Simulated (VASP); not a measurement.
Output of a VASP run:

OSZICAR:
```
       N       E                     dE             d eps       ncg     rms          rms(c)
DAV:   1     0.362883686525E+03    0.36288E+03   -0.18416E+04   520   0.152E+03
DAV:   2     0.394707592134E+02   -0.32341E+03   -0.31751E+03   650   0.298E+02
DAV:   3    -0.845950006783E+00   -0.40317E+02   -0.40168E+02   608   0.118E+02
DAV:   4    -0.243280534652E+01   -0.15869E+01   -0.15846E+01   644   0.277E+01
DAV:   5    -0.248270357511E+01   -0.49898E-01   -0.49888E-01   824   0.466E+00    0.378E+00
DAV:   6    -0.218407318623E+01    0.29863E+00   -0.55079E-01   654   0.367E+00    0.241E+00
DAV:   7    -0.215383617679E+01    0.30237E-01   -0.31845E-01   648   0.223E+00    0.942E-01
DAV:   8    -0.215806434754E+01   -0.42282E-02   -0.38176E-02   592   0.141E+00    0.255E-01
DAV:   9    -0.215776973163E+01    0.29462E-03   -0.30149E-03   648   0.408E-01    0.114E-01
DAV:  10    -0.215801020077E+01   -0.24047E-03   -0.74385E-04   622   0.159E-01    0.560E-02
DAV:  11    -0.215803979737E+01   -0.29597E-04   -0.18707E-04   624   0.986E-02    0.171E-02
DAV:  12    -0.215804247660E+01   -0.26792E-05   -0.23767E-05   644   0.362E-02    0.165E-02
DAV:  13    -0.215804209981E+01    0.37679E-06   -0.96297E-07   646   0.693E-03    0.717E-03
DAV:  14    -0.215804155199E+01    0.54782E-06   -0.12949E-06   682   0.847E-03    0.208E-03
DAV:  15    -0.215804147970E+01    0.72290E-07   -0.25593E-07   496   0.347E-03
   1 F= -.21580415E+01 E0= -.21580415E+01  d E =0.000000E+00
```

OUTCAR:
```
------------------------ aborting loop because EDIFF is reached ----------------------------------------
  FORCE on cell =-STRESS in cart. coord.  units (eV):
  Direction    XX          YY          ZZ          XY          YZ          ZX
  --------------------------------------------------------------------------------------
  Total       -0.0366383     -0.0366383     -0.0366383     -0.0000000      0.0000000     -0.0000000
  in kB       -0.2428914     -0.2428914     -0.2428914     -0.0000000      0.0000000     -0.0000000
  external PRESSURE =      -0.2428914 kB  Pullay stress =       0.0000000 kB
  volume of cell :      241.68
      direct lattice vectors                 reciprocal lattice vectors
     6.228900010  0.000000000  0.000000000     0.160541990  0.000000000  0.000000000
     0.000000000  6.228900010  0.000000000     0.000000000  0.160541990  0.000000000
     0.000000000  0.000000000  6.228900010     0.000000000  0.000000000  0.160541990
 POSITION                                       TOTAL-FORCE (eV/Angst)
 -----------------------------------------------------------------------------------
      0.00000      0.00000      0.00000         0.000000      0.000000      0.000000
      3.11445      3.11445      3.11445         0.000000      0.000000      0.000000
      3.11445      0.00000      3.11445         0.000000      0.000000      0.000000
      0.00000      3.11445      3.11445         0.000000      0.000000      0.000000
      3.11445      3.11445      0.00000         0.000000      0.000000      0.000000
 -----------------------------------------------------------------------------------
    total drift:                                0.000000     -0.000000     -0.000000
  FREE ENERGIE OF THE ION-ELECTRON SYSTEM (eV)
  ---------------------------------------------------
  free  energy   TOTEN  =        -2.1580414797 eV

  energy  without entropy=       -2.1580414797  energy(sigma->0) =       -2.15804148

 total charge

# of ion       s       p       d       tot
------------------------------------------
    1        1.821   4.677   0.012   6.510
    2        1.418   0.616   9.992  12.026
    3        1.516   2.787   0.010   4.313
    4        1.516   2.787   0.010   4.313
    5        1.516   2.787   0.010   4.313
--------------------------------------------------
tot          7.786  13.654  10.034  31.474

 Electric field gradients after diagonalization (V/A^2)
 (convention: |V_zz| > |V_xx| > |V_yy|)
----------------------------------------------------------------------
 ion       V_xx      V_yy      V_zz     asymmetry (V_yy - V_xx)/ V_zz
----------------------------------------------------------------------
   1       0.000     0.000     0.000      -0.006
   2      -0.000    -0.000    -0.000      -0.520
   3    -171.944  -171.944   343.889       0.000
   4    -171.944  -171.944   343.889       0.000
   5    -171.944  -171.944   343.889       0.000
```
(Selected blocks of OUTCAR.)

**POSCAR**
```
CsSnI3
1
    6.2289000097     0.0000000000     0.0000000000
    0.0000000000     6.2289000097     0.0000000000
    0.0000000000     0.0000000000     6.2289000097
Cs Sn I
1 1 3
Direct
  0.0000000000   0.0000000000   0.0000000000
  0.5000000000   0.5000000000   0.5000000000
  0.5000000000   0.0000000000   0.5000000000
  0.0000000000   0.5000000000   0.5000000000
  0.5000000000   0.5000000000   0.0000000000
```

Reconstruct the remaining input files.

This is not unique; one that fits is the input of the run itself, optB88-vdW, plane waves, VASP's PBE PAW potentials (set 64).

### KPOINTS
```
Automatic mesh
0
gamma
4 4 4
0 0 0
```

INCAR:
```
SYSTEM = CsSnI3
PREC = Accurate
ENCUT = 520
EDIFF = 1E-7
NELM = 100
ALGO = Normal
LREAL = .FALSE.
LASPH = .TRUE.
ISMEAR = -5
GGA = BO
PARAM1 = 0.1833333333
PARAM2 = 0.22
LUSE_VDW = .TRUE.
AGGAC = 0.0
LMAXMIX = 4
LWAVE = .FALSE.
LCHARG = .TRUE.
LORBIT = 11
NEDOS = 601
ISIF = 2
LEFG = .TRUE.
```

POTCAR, in this order: Cs_sv Sn_d I (PBE.64 set). Program: vasp_std.

The compound is CsSnI3 in the cubic perovskite structure, the ideal cubic form; the compound distorts at low or room temperature. It was relaxed first.
